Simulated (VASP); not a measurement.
Computed with revPBE GGA, VASP's PBE PAW potentials (set 64) (plane waves; VASP).

VASP ran on this input.

**KPOINTS**
```
Automatic
0
gamma
  11 11 11
```

File POSCAR:
```
Ba
1
   -2.5654232683     2.5654232683     2.5654232683
    2.5654232683    -2.5654232683     2.5654232683
    2.5654232683     2.5654232683    -2.5654232683
Ba
1
Direct
  0.0000000000   0.0000000000   0.0000000000
```

**INCAR**
```
! general
SYSTEM  = Ba
PREC    = Accurate
ENCUT   = 520
LREAL   = F
LASPH   = T

! electronic loop
EDIFF   = 1E-7
NELM    = 100
ALGO    = Normal
LMAXMIX = 4

! smearing
ISMEAR  = -5

! functional
GGA     = RE

! ions
ISIF    = 2

! output
LWAVE   = F
LCHARG  = T
LORBIT  = 11
NEDOS   = 601
```

POTCAR, in this order: Ba_sv (PBE.64 set). Program: vasp_std.

The run wrote:

OSZICAR:
```
       N       E                     dE             d eps       ncg     rms          rms(c)
DAV:   1     0.595554704040E+02    0.59555E+02   -0.42551E+03  1008   0.908E+02
DAV:   2     0.917396568696E+00   -0.58638E+02   -0.57840E+02  1199   0.151E+02
DAV:   3    -0.164217066134E+01   -0.25596E+01   -0.25517E+01  1283   0.373E+01
DAV:   4    -0.171110612688E+01   -0.68935E-01   -0.68913E-01  1627   0.519E+00
DAV:   5    -0.171163536906E+01   -0.52924E-03   -0.53191E-03  1383   0.338E-01    0.152E+00
DAV:   6    -0.171405275225E+01   -0.24174E-02   -0.31618E-03  1415   0.669E-01    0.914E-01
DAV:   7    -0.171698856199E+01   -0.29358E-02   -0.89624E-03  1139   0.122E+00    0.498E-02
DAV:   8    -0.171729696144E+01   -0.30840E-03   -0.40500E-04  1554   0.178E-01    0.283E-02
DAV:   9    -0.171732454125E+01   -0.27580E-04   -0.13934E-05  1544   0.364E-02    0.969E-03
DAV:  10    -0.171734594859E+01   -0.21407E-04   -0.12147E-05  1192   0.318E-02    0.115E-03
DAV:  11    -0.171734663370E+01   -0.68512E-06   -0.53194E-07  1712   0.445E-03    0.699E-04
DAV:  12    -0.171734667952E+01   -0.45816E-07   -0.50380E-08   771   0.248E-03
   1 F= -.17173467E+01 E0= -.17173467E+01  d E =0.000000E+00
```

File OUTCAR:
```
------------------------ aborting loop because EDIFF is reached ----------------------------------------
  FORCE on cell =-STRESS in cart. coord.  units (eV):
  Direction    XX          YY          ZZ          XY          YZ          ZX
  --------------------------------------------------------------------------------------
  Total        0.0071107      0.0071107      0.0071107      0.0000000      0.0000000     -0.0000000
  in kB        0.1686884      0.1686884      0.1686884      0.0000000      0.0000000     -0.0000000
  external PRESSURE =       0.1686884 kB  Pullay stress =       0.0000000 kB
  volume of cell :       67.54
      direct lattice vectors                 reciprocal lattice vectors
    -2.565423268  2.565423268  2.565423268     0.000000000  0.194899612  0.194899612
     2.565423268 -2.565423268  2.565423268     0.194899612  0.000000000  0.194899612
     2.565423268  2.565423268 -2.565423268     0.194899612  0.194899612  0.000000000
 POSITION                                       TOTAL-FORCE (eV/Angst)
 -----------------------------------------------------------------------------------
      0.00000      0.00000      0.00000        -0.000000      0.000000      0.000000
 -----------------------------------------------------------------------------------
    total drift:                               -0.000000      0.000000      0.000000
  FREE ENERGIE OF THE ION-ELECTRON SYSTEM (eV)
  ---------------------------------------------------
  free  energy   TOTEN  =        -1.7173466795 eV

  energy  without entropy=       -1.7173466795  energy(sigma->0) =       -1.71734668

 total charge

# of ion       s       p       d       tot
------------------------------------------
    1        2.066   5.568   0.248   7.882
```
(Selected blocks of OUTCAR.)

For a metal the tetrahedron method with Blöchl corrections gives inexact stress and forces.

The compound is Ba in the bcc structure. It was relaxed first, which changed the volume by +7 %.
